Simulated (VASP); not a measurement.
GaP: single point with PBE

**Experimental background.**

“Stacking defects in GaP nanowires: Electronic structure and optical properties”, 2018, arxiv:1810.01194 quotes, for a bulk crystal of GaP at 10 K: band gap 2.34 eV (indirect).

GaP:

```
Ga P
1.0
     0.00000    2.72525    2.72525
     2.72525    0.00000    2.72525
     2.72525    2.72525    0.00000
Ga P
1 1
Cartesian
  0.0000 0.0000 0.0000
  1.3626 1.3626 1.3626
```

```
Program             : VASP 6.6.1
Task                : single point
Functional          : PBE
Potentials or basis : VASP PAW PBE potentials, release 64 (Ga_d, P)
Cutoff              : 520 eV
k mesh              : 6 × 6 × 6
Occupations         : gaussian, width 0.02 eV
Spin                : no spin polarisation
```

| Property | Result |
| --- | --- |
| Pressure | 2.5 GPa |
| Band gap on the k mesh | 1.65 eV, indirect (least direct gap 1.83 eV) |

Levels at points of the mesh, in eV from the valence-band top:
```
           k point  band 7  band 8  band 9  band 10  band 11  band 12
(0.00, 0.00, 0.00)    0.00    0.00    0.00     1.83     3.88     3.88
(0.50, 0.00, 0.00)   -6.63   -1.12   -1.12     1.67     4.72     4.72
(0.50, 0.50, 0.00)   -6.76   -2.68   -2.68     1.65     1.82    10.59
```

Run time: 8.3 s on 1 thread of Intel(R) Xeon(R) Platinum 8488C (Sapphire Rapids) (shared host), peak memory 0.16 GiB.

Measured gap of GaP: 2.34 eV (indirect; 10 K; quoted in “Stacking defects in GaP nanowires: Electronic structure and optical properties”, 2018, arxiv:1810.01194). This calculation gives 1.65 eV (-0.69 eV). Spin-orbit coupling on Ga is left out. The value is that of PBE on a finite k mesh, which can miss the band edges, without temperature or zero-point motion. Semilocal functionals fall short of measured gaps as a rule.
